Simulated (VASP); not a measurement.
```xyz
3
Lattice="1.5909 -2.7555 0.0000 1.5909 2.7555 0.0000 0.0000 0.0000 3.5392" Properties=species:S:1:pos:R:3 pbc="T T T"
Zr     0.0000     0.0000     0.0000
B      1.5909     0.9185     1.7696
B      1.5909    -0.9185     1.7696
```

These are PBE GGA with D4 dispersion, VASP's PBE PAW potentials (set 64) (plane waves; VASP 6.6.1) values and carry that method's errors. Settings: 520 eV cut-off, 11×11×9 Γ-centred mesh, first-order Methfessel-Paxton smearing of 0.10 eV, potentials Zr_sv B.

Q: Give the stress tensor in GPa (positive for a compressed cell).

A: 
```
-6.89   0.00   0.00
 0.00  -6.89   0.00
 0.00   0.00  -7.05
```
The pressure is its mean diagonal, -6.95 GPa.

The compound is ZrB2 in the AlB2 type structure. This cell is one point of a volume scan, at 1.03 of the reference volume.
